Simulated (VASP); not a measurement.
An input for Ansatz (written as the equivalent of a VASP run, and not itself run):

Ansatz 0.2 input:
```yaml
crystal:
  lattice:
    - [3.4104000, 0.0000000, 0.0000000]
    - [-1.7052000, 2.9534930, 0.0000000]
    - [0.0000000, 0.0000000, 8.7290000]
  atoms:
    - { symbol: B, position: [0.3333330, 0.6666670, 0.2500000] }
    - { symbol: B, position: [0.6666670, 0.3333330, 0.7500000] }
    - { symbol: As, position: [0.6666670, 0.3333330, 0.2500000] }
    - { symbol: As, position: [0.3333330, 0.6666670, 0.7500000] }
kpoints:
  mp_grid: { grid: [8, 8, 3] }
hamiltonian:
  xc: pbesol
  pseudopotentials: { kind: paw }
scf:
  occupations: { method: gaussian, width: 0.05 }
  max_iter: 100
relax:
  max_steps: 60
  f_tol: 0.01
  cell: {}
output: { forces: true, stress: true, eigenvalues: true }
```

Q: Write the VASP files for the same calculation (PBEsol).

A: Several could match; the one computed here: 
KPOINTS:
```
Automatic mesh
0
Gamma
8 8 3
0 0 0
```

**INCAR**
```
SYSTEM = BAs
PREC = Accurate; ENCUT = 520; LREAL = .FALSE.
LASPH = .TRUE.
EDIFF = 1E-6; NELM = 100; ALGO = Normal
LMAXMIX = 4
ISMEAR = 0; SIGMA = 0.05
GGA = PS
IBRION = 2; NSW = 60; ISIF = 3
EDIFFG = -0.01
LWAVE = .FALSE.; LCHARG = .FALSE.
```

POSCAR:
```
BAs
1
    3.4104000000     0.0000000000     0.0000000000
   -1.7052000000     2.9534930000     0.0000000000
    0.0000000000     0.0000000000     8.7290000000
B As
2 2
Direct
  0.3333330000   0.6666670000   0.2500000000
  0.6666670000   0.3333330000   0.7500000000
  0.6666670000   0.3333330000   0.2500000000
  0.3333330000   0.6666670000   0.7500000000
```

POTCAR, in this order: B As (PBE.64 set). Program: vasp_std.

Limits of the translation: each code has its own PAW files, so the cut-off isn't converted (ENCUT is set for VASP's; basis.ecutwfc is left out, and Ansatz then takes the one that its files recommend); Ansatz stops its SCF on the density residual and VASP on the energy change (EDIFF).

The structure was generated: BAs was put into the layered h-BN type type (P6_3/mmc), which need not be its known phase. This run relaxes it. Symmetry was kept, so distortions that lower it aren't found.
